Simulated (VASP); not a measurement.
Input:

```
CELL_PARAMETERS angstrom
      1.57590    -2.72954     0.00000
      1.57590     2.72954     0.00000
      0.00000     0.00000     3.59040
ATOMIC_POSITIONS crystal
  Mg 0.02891 0.04723 0.00000
  B  0.33333 0.66667 0.50000
  B  0.66667 0.33333 0.50000
```

Calculation: PBE GGA, VASP's PBE PAW potentials (set 64) (plane waves; VASP 6.6.1). Numerical set-up: 520 eV cut-off, 8×8×7 Γ-centred mesh, first-order Methfessel-Paxton smearing of 0.10 eV, potentials Mg B.

Energy and stress use the plane-wave basis of the starting cell.

Problem. The ions, cell shape and volume are relaxed. Predict the relaxed structure.

Solution. 
```
CELL_PARAMETERS angstrom
      1.54254    -2.67177     0.00000
      1.54245     2.67172     0.00000
      0.00000     0.00000     3.48729
ATOMIC_POSITIONS crystal
  Mg 0.00962 0.01571 0.00000
  B  0.34298 0.68242 0.50000
  B  0.67632 0.34910 0.50000
```
Space group P6/mmm (191), at a tolerance of 0.03 Å.

Problem. How do energy and volume change from the first to the last step?

Solution. The energy (σ→0) changes by -32.5 meV/atom and the volume by -6.9 %, in 11 ionic steps.

The compound is MgB2 in the AlB2 type structure. In the starting cell atoms are displaced from their ideal sites. This run relaxes it. Symmetry was kept, so distortions that lower it aren't found.
